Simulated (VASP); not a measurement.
VASP input:

### INCAR
```
# general
SYSTEM   =  ZrS2
PREC     =  Accurate
ENCUT    =  300
LREAL    =  .FALSE.
LASPH    =  .TRUE.

# electronic loop
EDIFF    =  1E-6
NELM     =  100
ALGO     =  Normal
LMAXMIX  =  4

# smearing
ISMEAR   =  0
SIGMA    =  0.01

# functional
GGA      =  PE

# ions
IBRION   =  2
NSW      =  50
ISIF     =  2
EDIFFG   =  -0.03

# output
LWAVE    =  .FALSE.
LCHARG   =  .FALSE.
```

### POSCAR
```
ZrS2
1.0
  3.7179580000   0.0000000000   0.0000000000
 -1.8589790000   3.2198460000   0.0000000000
  0.0000000000   0.0000000000   6.0845760000
Zr S
1 2
direct
 -0.0042170000  -0.0089740000  -0.0034560000
  0.6687060000   0.3394860000   0.7655490000
  0.3355110000   0.6694880000   0.2379080000
```

KPOINTS:
```
Automatic mesh
0
Gamma
5 5 3
0 0 0
```

POTCAR, in this order: Zr_sv S (PBE.64 set). Program: vasp_std.

Task: Write an equivalent input for Ansatz.

Result: One equivalent input (not run):
Ansatz 0.2 input:
```yaml
crystal:
  lattice:
    - [3.7179580, 0.0000000, 0.0000000]
    - [-1.8589790, 3.2198460, 0.0000000]
    - [0.0000000, 0.0000000, 6.0845760]
  atoms:
    - { symbol: Zr, position: [-0.0042170, -0.0089740, -0.0034560] }
    - { symbol: S, position: [0.6687060, 0.3394860, 0.7655490] }
    - { symbol: S, position: [0.3355110, 0.6694880, 0.2379080] }
kpoints:
  mp_grid: { grid: [5, 5, 3] }
hamiltonian:
  xc: pbe
  pseudopotentials: { kind: paw }
scf:
  occupations: { method: gaussian, width: 0.01 }
  max_iter: 100
relax:
  max_steps: 50
  f_tol: 0.03
output: { forces: true, stress: true, eigenvalues: true }
```
What does not carry over: each code has its own PAW files, so the cut-off isn't converted (ENCUT is set for VASP's; basis.ecutwfc is left out, and Ansatz then takes the one that its files recommend); Ansatz stops its SCF on the density residual and VASP on the energy change (EDIFF).

The structure comes from a computed database's ZrS2 entry; how it stands against other phases isn't given here. In the starting cell atoms are displaced from their ideal sites. This run relaxes the ions in a fixed cell. The run is one of a series of settings (EDIFFG = -0.03, IBRION = 2, NSW = 50 against the base run), some of them coarse on purpose.
